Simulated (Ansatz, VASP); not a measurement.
**SiC (Moissanite 3C) in two plane-wave programs**

One calculation is typed for both programs; each brings its own data sets. How far apart do they land? The cell is taken from a series of runs on this material, whose earlier steps may have relaxed, scaled, displaced or heated it; both programs get it as it stands.

Main program and level: Ansatz 0.2.0; plane waves, with VASP 6.6.1 beside it; r2SCAN.

## (1) The starting structure

The structure is tetragonal, space group I-4m2 (No. 119). The conventional cell has a = 3.065 Å, b = 3.065 Å, c = 4.371 Å, α = 90.00°, β = 90.00°, γ = 90.00°. Nearest to Si lie 4 C at 1.88 Å. Nearest to C lie 4 Si at 1.88 Å. Farther neighbours are not listed.

As a file:

```xyz
2
Lattice="0.0000 2.1674 2.1854 2.1674 0.0000 2.1854 2.1674 2.1674 0.0000" Properties=species:S:1:pos:R:3 pbc="T T T"
Si    0.0000    0.0000    0.0000
C     3.2512    3.2512    3.2780
```

## (2) VASP: single point, r2SCAN, pair 1

A single point takes one fixed geometry, so differences don't come from the geometry; what else differs is listed under the comparison.

Lines of VASP's logs that name or quote its potential files are left out, and so is its time.

The input, INCAR:

```
SYSTEM = SiC
PREC = Accurate
ENCUT = 660
EDIFF = 1E-06
NELM = 120
ISMEAR = 0
SIGMA = 0.02
LREAL = .FALSE.
ALGO = Normal
METAGGA = R2SCAN
LASPH = .TRUE.
NBANDS = 10
LORBIT = 11
LWAVE = .FALSE.
LCHARG = .FALSE.
ISIF = 2
GGA_COMPAT = .FALSE.
EFERMI = MIDGAP
LMIXTAU = .TRUE.
```

The input, POSCAR:

```
SiC
1.0
    0.0000000000      2.1674396645      2.1853504033
    2.1674396645      0.0000000000      2.1853504033
    2.1674396645      2.1674396645      0.0000000000
Si C
1 1
Direct
    0.0000000000      0.0000000000      0.0000000000
    0.7500000000      0.7500000000      0.7500000000
```

The input, KPOINTS:

```
Automatic mesh
0
Gamma
8 8 8
0 0 0
```

Potentials, in the order of the species: Si and C (PBE family, release 64).

Started as:

```bash
> mpirun -np 1 vasp_std
```

Numbers of over 12 decimals in the logs are rounded to 6 here.

Output:

```text
[banner, memory and clock lines left out]
running    1 mpi-ranks, on    1 nodes
 distrk:  each k-point on    1 cores,    1 groups
 distr:  one band on    1 cores,    1 groups

 POSCAR found type information on POSCAR SiC
 POSCAR found :  2 types and       2 ions
|                                                                             |
|               ----> ADVICE to this user running VASP <----                  |
|                                                                             |
|     You enforced a specific xc type in the INCAR file but a different       |
|     [... a line on the potential file left out ...]
|     I HOPE YOU KNOW WHAT YOU ARE DOING!                                     |
|                                                                             |

 LDA part: xc-table for (None), standard interpolation
 POSCAR, INCAR and KPOINTS ok, starting setup
 FFT: planning ... GRIDC
 FFT: planning ... GRID_SOFT
 FFT: planning ... GRID
 WAVECAR not read
 entering main loop
       N       E                     dE             d eps       ncg     rms          rms(c)
DAV:   1     0.121554933080E+01    0.12155E+01   -0.47658E+03  1220   0.849E+02
DAV:   2    -0.216094858429E+02   -0.22825E+02   -0.21542E+02  1526   0.127E+02
DAV:   3    -0.223370517468E+02   -0.72757E+00   -0.72614E+00  1362   0.194E+01
DAV:   4    -0.223402101700E+02   -0.31584E-02   -0.31582E-02  1356   0.158E+00
DAV:   5    -0.223402245079E+02   -0.14338E-04   -0.14338E-04  1376   0.100E-01    0.927E+00
DAV:   6    -0.191443515057E+02    0.31959E+01   -0.53453E+00  1296   0.126E+01    0.543E+00
DAV:   7    -0.190932289469E+02    0.51123E-01   -0.68972E-01  1320   0.493E+00    0.190E+00
DAV:   8    -0.191177696958E+02   -0.24541E-01   -0.39931E-01  1190   0.475E+00    0.147E+00
DAV:   9    -0.193116158708E+02   -0.19385E+00   -0.53740E-02  1202   0.206E+00    0.585E-01
DAV:  10    -0.193173591221E+02   -0.57433E-02   -0.73052E-03  1220   0.837E-01    0.296E-01
DAV:  11    -0.193301497480E+02   -0.12791E-01   -0.52705E-03  1192   0.744E-01    0.371E-02
DAV:  12    -0.193286537973E+02    0.14960E-02   -0.20215E-03  1194   0.389E-01    0.850E-02
DAV:  13    -0.193289862347E+02   -0.33244E-03   -0.37916E-04  1236   0.124E-01    0.507E-02
DAV:  14    -0.193292912677E+02   -0.30503E-03   -0.81811E-05  1216   0.860E-02    0.900E-03
DAV:  15    -0.193292884145E+02    0.28532E-05   -0.41692E-06  1544   0.192E-02    0.602E-03
DAV:  16    -0.193292924171E+02   -0.40026E-05   -0.18719E-06  1086   0.118E-02    0.437E-03
DAV:  17    -0.193292921100E+02    0.30715E-06   -0.45469E-07   608   0.560E-03
   1 F= -.19329292E+02 E0= -.19329292E+02  d E =0.000000E+00
```

From OUTCAR (step 2):

```text
ion  position               nearest neighbor table
   1  0.000  0.000  0.000-   2 1.88   2 1.88   2 1.88   2 1.88
   2  0.750  0.750  0.750-   1 1.88   1 1.88   1 1.88   1 1.88

  LATTYP: Found a body centered tetragonal cell.
 ALAT       =     3.0652225692
 C/A-ratio  =     1.4258999821

 Subroutine GETGRP returns: Found  8 space group operations
 (whereof  8 operations were pure point group operations)

The static configuration has the point symmetry D_2d.

 Found     59 irreducible k-points:

   k-points           NKPTS =     59   k-points in BZ     NKDIM =     59   number of bands    NBANDS=     10

   dimension x,y,z NGX =    28 NGY =   28 NGZ =   28
   dimension x,y,z NGXF=    56 NGYF=   56 NGZF=   56

   ENCUT  =  660.0 eV  48.51 Ry    6.96 a.u.   6.45  6.45  6.42*2*pi/ulx,y,z

   NELECT =       8.0000    total number of electrons

 k-points in reciprocal lattice and weights: Automatic mesh
   0.00000000  0.00000000  0.00000000       0.002
   0.12500000  0.00000000  0.00000000       0.016
   0.25000000  0.00000000  0.00000000       0.016
   0.37500000  0.00000000  0.00000000       0.016
   0.50000000  0.00000000  0.00000000       0.008
   0.12500000  0.12500000  0.00000000       0.004
   0.25000000  0.12500000  0.00000000       0.016
   0.37500000  0.12500000  0.00000000       0.016
   0.50000000  0.12500000  0.00000000       0.016
[...]
-0.37500000  0.12500000  0.50000000       0.008
  -0.25000000  0.25000000  0.50000000       0.004

 average (electrostatic) potential at core
       1 -83.2216       2 -46.5711

 E-fermi :   8.9258

 k-point     1 :       0.0000    0.0000    0.0000
  band No.  band energies     occupation
      1      -8.1721      2.00000
      2       8.0289      2.00000
      3       8.0881      2.00000
      4       8.0881      2.00000
      5      14.9996      0.00000
      6      15.9687      0.00000
      7      15.9687      0.00000
      8      15.9924      0.00000
      9      23.1906      0.00000
    ...

 k-point     2 :       0.1250    0.0000    0.0000
  band No.  band energies     occupation
      1      -7.8547      2.00000
      2       6.5220      2.00000
      3       7.8323      2.00000
      4       7.8835      2.00000
      5      15.2031      0.00000
      6      16.3495      0.00000
      7      16.3508      0.00000
      8      16.6301      0.00000
      9      22.0075      0.00000
    ...

 k-point     3 :       0.2500    0.0000    0.0000
  band No.  band energies     occupation
      1      -6.9286      2.00000
      2       3.5854      2.00000
      3       7.3935      2.00000
      4       7.4699      2.00000
      5      14.6982      0.00000
      6      16.5677      0.00000
      7      16.6414      0.00000
      8      18.3131      0.00000
      9      21.9535      0.00000
    ...

  Total        0.2417688      0.2417688     -0.0598175      0.0000000      0.0000000     -0.0000000
  in kB       18.8653873     18.8653873     -4.6675988      0.0000000      0.0000000     -0.0000000
  external PRESSURE =      11.0210586 kB  Pullay stress =       0.0000000 kB

  energy-cutoff  :      660.00
  volume of cell :       20.53
      direct lattice vectors                 reciprocal lattice vectors
     0.000000000  2.167439664  2.185350403    -0.230686929  0.230686929  0.228796260
     2.167439664  0.000000000  2.185350403     0.230686929 -0.230686929  0.228796260
     2.167439664  2.167439664  0.000000000     0.230686929  0.230686929 -0.228796260

 POSITION                                       TOTAL-FORCE (eV/Angst)
 -----------------------------------------------------------------------------------
      0.00000      0.00000      0.00000        -0.000000     -0.000000     -0.000000
      3.25116      3.25116      3.27803         0.000000      0.000000      0.000000
 -----------------------------------------------------------------------------------
    total drift:                                0.000000      0.000000      0.000000

  FREE ENERGIE OF THE ION-ELECTRON SYSTEM (eV)
  ---------------------------------------------------
  free  energy   TOTEN  =       -19.3292921100 eV

  energy  without entropy=      -19.3292921100  energy(sigma->0) =      -19.32929211

 total charge
# of ion       s       p       d       tot
------------------------------------------
    1        0.703   0.986   0.000   1.689
    2        0.849   1.723   0.000   2.572
--------------------------------------------------
tot          1.552   2.709   0.000   4.261

[... 3 further parts left out ...]
```

The run ends at a pressure of 1.10 GPa.

## (3) Ansatz: single point, r2SCAN, pair 1

Ansatz runs on its PAW soft_1 files.

The same cell, functional, mesh and smearing now go to Ansatz, which takes its cutoff from its data sets.

The input, input.yaml:

```yaml
crystal:
  lattice:
    - [0.0, 2.1674396645, 2.1853504033]
    - [2.1674396645, 0.0, 2.1853504033]
    - [2.1674396645, 2.1674396645, 0.0]
  atoms:
    - { symbol: Si, position: [0.0, 0.0, 0.0] }
    - { symbol: C, position: [0.75, 0.75, 0.75] }
kpoints:
  mp_grid: { grid: [8, 8, 8] }
hamiltonian:
  xc: r2scan
  pseudopotentials: { kind: paw, azcp: { folder: soft_1 } }
scf:
  occupations: { method: gaussian, width: 0.02 }
output:
  forces: true
  stress: true
  eigenvalues: true
```

Started as:

```bash
> ansatz run input.yaml --threads 4 --pin off --max-ram 9216MiB --backend cpu --events-out ev --progress --plain --runs-dir out
```

Output:

```text
Engine: ansatz 0.2.0, x86_64-unknown-linux-gnu
Pseudopotentials: kind: paw
Pseudopotential: Si, paw, valence charge 4, recommended cutoff 500 eV (meta_gga), soft_1/Si.paw.azcp
Pseudopotential: C, paw, valence charge 4, recommended cutoff 500 eV (meta_gga), soft_1/C.paw.azcp
Functional definition: r2SCAN
  parameter k0 = 0.174
  parameter k1 = 0.065
  parameter a1 = 4.9479
  exchange = r2scan_x(k0 = k0, k1 = k1, a1 = a1)
  correlation = r2scan_c
Crystal: 2 atoms, lattice volume = 20.533 Å³
Basis set: ecut = 500 eV, 531 PW (Γ), exchange–correlation on 96×96×96 points (64 copies of the dense FFT grid, shifted against one another)
Bands: 8, of which v1, the nominal top of the filled ones, is band 4 counted from 1 (3 counted from 0)
Symmetry: 8 space group operations
Space group: I-4m2 (ITA 119), of the structure as read, at distance tolerance 2.7e-5 Å
k-points: 59 of 512 (time reversal used)
Non-local potential: Si, projectors of the file, l = 0: 2, l = 1: 2, l = 2: 1
Non-local potential: C, projectors of the file, l = 0: 2, l = 1: 2, l = 2: 1
PAW form: soft (Blöchl's): semilocal exchange-correlation on the pseudo side does not see the compensation charge
PAW frozen core: Si, regenerated for the run's functional (the file was generated under x = pbe(κ = 0.804, μ = 0.219515), c = pbe(β = 0.066725))
PAW frozen core: C, regenerated for the run's functional (the file was generated under x = pbe(κ = 0.804, μ = 0.219515), c = pbe(β = 0.066725))
PAW one-centre angular grid: Si, 302 points (default); XC on 160 Gauss nodes
PAW one-centre angular grid: C, 302 points (default); XC on 219 of its mesh's 2255 points in the sphere
Initial density: superposition of atomic densities (chi_scale 0.1, normalization cell, long waves kept (reshape's long-wave potential 0.00 eV rms))
Initial wavefunctions: pseudopotential atomic-orbital guess
Functional: x = r2scan, c = r2scan; τ floored in thin density (d = 2e-4 eV/Å³)
SCF iter   1: F=—  HF=-892.436516 eV  |F-HF|=—  |Δ(HF+E_count)|=         —  Δρ=1.35e-1  dr2=4.56e0  dr2_τ=5.25e-1  ethr=3.10e-3  ⟨swp⟩=6.1  Hψ=4114  notcnv=0
preconditioner: auto → none  [insulator: Δε(μ)=3.220 eV  Ē_g=15.741 eV  σ=0.020 eV  W_gap=1.00  n_scr=0 (ndim 8)  ℏωp=23.2 eV  f_vac=0.000  D(μ)=0.00/eV (n_scr^D=0)  ε∞_Penn≈3.2]
SCF iter   2: F=—  HF=-891.280798 eV  |F-HF|=—  |Δ(HF+E_count)|=    1.16e0  Δρ=4.38e-2  dr2=1.97e-1  dr2_τ=1.02e-1  ethr=3.10e-3  ⟨swp⟩=3.0  Hψ=1601  notcnv=0
SCF iter   3: F=—  HF=-891.317605 eV  |F-HF|=—  |Δ(HF+E_count)|=   3.68e-2  Δρ=2.03e-2  dr2=4.43e-2  dr2_τ=1.42e-3  ethr=2.46e-3  ⟨swp⟩=2.7  Hψ=884  notcnv=0
SCF iter   4: F=—  HF=-891.327122 eV  |F-HF|=—  |Δ(HF+E_count)|=   9.52e-3  Δρ=4.29e-3  dr2=1.79e-3  dr2_τ=5.27e-5  ethr=5.54e-4  ⟨swp⟩=2.1  Hψ=723  notcnv=0
SCF iter   5: F=—  HF=-891.327824 eV  |F-HF|=—  |Δ(HF+E_count)|=   7.02e-4  Δρ=6.60e-4  dr2=3.98e-5  dr2_τ=9.87e-7  ethr=2.24e-5  ⟨swp⟩=2.9  Hψ=925  notcnv=0
SCF iter   6: F=—  HF=-891.327849 eV  |F-HF|=—  |Δ(HF+E_count)|=   2.52e-5  Δρ=6.29e-5  dr2=6.59e-7  dr2_τ=8.64e-9  ethr=4.97e-7  ⟨swp⟩=2.0  Hψ=708  notcnv=0
SCF iter   7: F=-891.327849 eV  HF=-891.327849 eV  |F-HF|=6.63e-11  |Δ(HF+E_count)|=   9.80e-8  Δρ=2.55e-6  dr2=1.14e-9  dr2_τ=7.84e-11  ethr=1.25e-9  ⟨swp⟩=5.7  Hψ=2568  notcnv=0
SCF 1 converged in 7 iterations: F = -891.327849 eV  dr2 = 1.14e-9
  greatest PAW one-centre occupation: 0.660 electrons in one spin orbital (limit 2), on the C atom at site 1 (counted from 0), in its partial waves of l = 0
SCF converged after 7 iterations
Free energy (F): -891.327849 eV
Harris-Foulkes:  -891.327849 eV  (|F-HF|=6.63e-11)
Internal energy: -891.327849 eV  (E = F + TS)
E sigma→0 (E₀):  -891.327849 eV
Fermi energy:    10.312666 eV
--- Per-component energies (eV) ---
  E_band       = 26.077181
  E_kinetic    = 134.171199
  E_local      = -94.556482  (includes V_loc(G=0)·N_el)
  E_nonlocal   = 44.042041
  E_hartree    = 32.177564
  E_xc         = -101.580558
  E_vxc        = -117.996116  (∫ρ·V_xc dr)
  E_paw        = -619.959060  (= ΣΔE_a)
  E_vpaw       = -9.419568  (= ΣTr[D̂ρ^β])
  E_aug_tail   = 0.000015  (compensation charges beyond the density's cutoff)
  E_vtau       = 5.481206  (kinetic-family band-sum trace: ∫τ·v_τ [+ j·A + Jᵃ·Aᵃ] dr)
  E_ewald      = -285.521360
  E_core_change = -0.101207  (= ΣΔE_core)
  E_smearing   = -0.000000  (= −TS)
  E_closure    = 0.000000  (closes the sum)
  Σ components = -891.327849   (vs F -891.327849, Δ=0.00e0)
--- Forces (eV/Å), atoms counted from 1 ---
  atom   1  Si     0.00000000     0.00000000     0.00000000
  atom   2  C     -0.00000000     0.00000000    -0.00000000
  max |Σ_I F_I| component: 1.39e-16 eV/Å
--- Stress (GPa, compression-positive) ---
        2.341436      -0.000000      -0.000000
       -0.000000       2.341436      -0.000000
       -0.000000      -0.000000      -0.000011
  P = ⅓ Tr σ = 1.5610 GPa (15.610 kbar)
--- Band table (eV; the first three rows and the last of 59) ---
  k-point 0: bands = ["-6.7849", "9.4234", "9.4824", "9.4824", "16.3446", "17.3565", "17.3565", "17.3796"]
  k-point 1: bands = ["-6.4677", "7.9136", "9.2266", "9.2777", "16.5665", "17.7346", "17.7368", "18.0021"]
  k-point 2: bands = ["-5.5420", "4.9743", "8.7872", "8.8636", "16.0695", "17.9489", "18.0230", "19.6797"]
  k-point 58: bands = ["-1.7050", "1.3101", "6.1705", "6.1705", "11.2212", "14.4125", "24.6692", "24.6692"]
```

The run ends at a pressure of 1.56 GPa.

## (4) Differences

Known differences besides the potentials themselves: VASP keeps PBE cores, Ansatz makes them for the functional; the cutoff is 500 eV in Ansatz and 660 eV in VASP. Total energies have different zeros and are not compared.

Both answers:

```tsv
quantity	Ansatz	VASP	difference
pressure (GPa)	1.56	1.10	+0.46
gap on the k mesh (eV)	1.661	1.675	-0.015
```

A gap on the mesh is an upper bound, since the band edges may lie between its points.

## (5) Ansatz: single point, r2SCAN, pair 2

A single point takes one fixed geometry, so differences don't come from the geometry; what else differs is listed under the comparison. The cell compared in this pair holds 20.81 Å³, against 20.53 Å³ for the pair before.

The cell is taken from a series of runs on this material, whose earlier steps may have relaxed, scaled, displaced or heated it; both programs get it as it stands.

input.yaml, the sections that differ from step 3:

```yaml
crystal:
  lattice:
    - [0.0, 2.1892229777, 2.1712033503]
    - [2.1892229777, 0.0, 2.1712033503]
    - [2.1892229777, 2.1892229777, 0.0]
  atoms:
    - { symbol: Si, position: [0.0, 0.0, 0.0] }
    - { symbol: C, position: [0.75, 0.75, 0.75] }
# kpoints, hamiltonian, scf, output: as in step 3
```

Output:

```text
[...]
Crystal: 2 atoms, lattice volume = 20.812 Å³
Basis set: ecut = 500 eV, 531 PW (Γ), exchange–correlation on 96×96×96 points (64 copies of the dense FFT grid, shifted against one another)
Bands: 8, of which v1, the nominal top of the filled ones, is band 4 counted from 1 (3 counted from 0)
Symmetry: 8 space group operations
[...]
k-points: 59 of 512 (time reversal used)
[...]
Free energy (F): -891.327870 eV
[...]
Internal energy: -891.327870 eV  (E = F + TS)
E sigma→0 (E₀):  -891.327870 eV
Fermi energy:    10.144141 eV
[...]
--- Stress (GPa, compression-positive) ---
       -2.267161       0.000000      -0.000000
        0.000000      -2.267161       0.000000
        0.000000       0.000000      -0.001203
  P = ⅓ Tr σ = -1.5118 GPa (-15.118 kbar)
--- Band table (eV; the first three rows and the last of 59) ---
[...]
[key lines of the parts left out:]
SCF converged after 7 iterations
```

The run ends at a pressure of -1.51 GPa.

## (6) VASP: single point, r2SCAN, pair 2

The same cell, functional, mesh and smearing now go to VASP, with its own data sets.

INCAR is that of step 2.

The input, POSCAR:

```
SiC
1.0
    0.0000000000      2.1892229777      2.1712033503
    2.1892229777      0.0000000000      2.1712033503
    2.1892229777      2.1892229777      0.0000000000
Si C
1 1
Direct
    0.0000000000      0.0000000000      0.0000000000
    0.7500000000      0.7500000000      0.7500000000
```

KPOINTS is that of step 2.

Started as:

```bash
> mpirun -np 1 vasp_std
```

Output:

```text
[banner, memory and clock lines left out]
running    1 mpi-ranks, on    1 nodes
[...]
[... a notice as in an earlier step ...]

 LDA part: xc-table for (None), standard interpolation
 POSCAR, INCAR and KPOINTS ok, starting setup
[...]
entering main loop
       N       E                     dE             d eps       ncg     rms          rms(c)
DAV:   1     0.294129109293E+01    0.29413E+01   -0.46933E+03  1196   0.853E+02
DAV:   2    -0.214723810181E+02   -0.24414E+02   -0.23181E+02  1576   0.130E+02
DAV:   3    -0.223115771975E+02   -0.83920E+00   -0.83678E+00  1386   0.208E+01
DAV:   4    -0.223153524630E+02   -0.37753E-02   -0.37750E-02  1378   0.170E+00
[...]
DAV:  15    -0.193289245124E+02    0.27396E-05   -0.46503E-06  1558   0.203E-02    0.584E-03
DAV:  16    -0.193289282954E+02   -0.37830E-05   -0.16613E-06  1034   0.113E-02    0.396E-03
DAV:  17    -0.193289281721E+02    0.12330E-06   -0.43329E-07   608   0.526E-03
   1 F= -.19328928E+02 E0= -.19328928E+02  d E =0.000000E+00
```

[end of part 1 of 2]

[Lines on the potential files, build, host, timing and source positions are cut from VASP's logs without a mark.]

[Logs are printed without paths, hosts, clocks, repeated set-up lines and the standing remarks that a program may print on its own settings, such as how far it seeks lower states.]

[Hosts, paths, dates, database ids (printed as entryN), source tags and the programs' standing remarks are cut or masked in the printed files.]
